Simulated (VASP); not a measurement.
OSZICAR of a VASP run on NiSb (NiAs type):

**OSZICAR**
```
       N       E                     dE             d eps       ncg     rms          rms(c)
DAV:   1     0.168998163322E+03    0.16900E+03   -0.12597E+04  2128   0.163E+03
DAV:   2    -0.122611606632E+02   -0.18126E+03   -0.17660E+03  2137   0.320E+02
DAV:   3    -0.214146894202E+02   -0.91535E+01   -0.88448E+01  2450   0.886E+01
DAV:   4    -0.216802938085E+02   -0.26560E+00   -0.26398E+00  2404   0.142E+01
DAV:   5    -0.216889076321E+02   -0.86138E-02   -0.86018E-02  2574   0.267E+00    0.133E+01
DAV:   6    -0.241217778076E+02   -0.24329E+01   -0.34263E+01  2343   0.107E+02    0.169E+01
DAV:   7    -0.202694334274E+02    0.38523E+01   -0.12610E+01  2330   0.755E+01    0.397E+00
DAV:   8    -0.203278592851E+02   -0.58426E-01   -0.14574E+00  2923   0.106E+01    0.261E+00
DAV:   9    -0.202688380762E+02    0.59021E-01   -0.25704E-01  2396   0.878E+00    0.613E-01
DAV:  10    -0.202694583307E+02   -0.62025E-03   -0.81882E-03  2307   0.856E-01    0.464E-01
DAV:  11    -0.202691107035E+02    0.34763E-03   -0.60921E-04  2548   0.209E-01    0.133E-01
DAV:  12    -0.202690061412E+02    0.10456E-03   -0.53762E-04  3060   0.381E-01    0.328E-02
DAV:  13    -0.202690140424E+02   -0.79011E-05   -0.68499E-05  2583   0.727E-02    0.287E-02
DAV:  14    -0.202690103386E+02    0.37038E-05   -0.18661E-06  2719   0.152E-02    0.822E-03
DAV:  15    -0.202690097223E+02    0.61630E-06   -0.32704E-07  1939   0.552E-03    0.299E-03
DAV:  16    -0.202690088018E+02    0.92050E-06   -0.17406E-07  1383   0.633E-03    0.655E-04
DAV:  17    -0.202690086536E+02    0.14820E-06   -0.91905E-08  1166   0.210E-03    0.449E-04
DAV:  18    -0.202690086042E+02    0.49337E-07   -0.11793E-08  1139   0.126E-03
   1 F= -.22429754E+02 E0= -.22429754E+02  d E =0.000000E+00
```

Problem. Which electronic solver shows in the log?

Solution. It is blocked Davidson (ALGO = Normal, or the opening steps of other solvers). The INCAR had ALGO = Normal.

Problem. How was spin treated?

Solution. Without spin polarisation: there is no mag entry.

Problem. Can the final energy be trusted as converged?

Solution. The run converged. It stopped with EDIFF = 1E-7, NELM = 100 (PBE GGA with D3 dispersion (Becke-Johnson damping), plane waves, VASP's PBE PAW potentials (set 64)).

The compound is NiSb in the NiAs type structure. It was relaxed first. The run is not spin-polarised, so no magnetic state was tried.
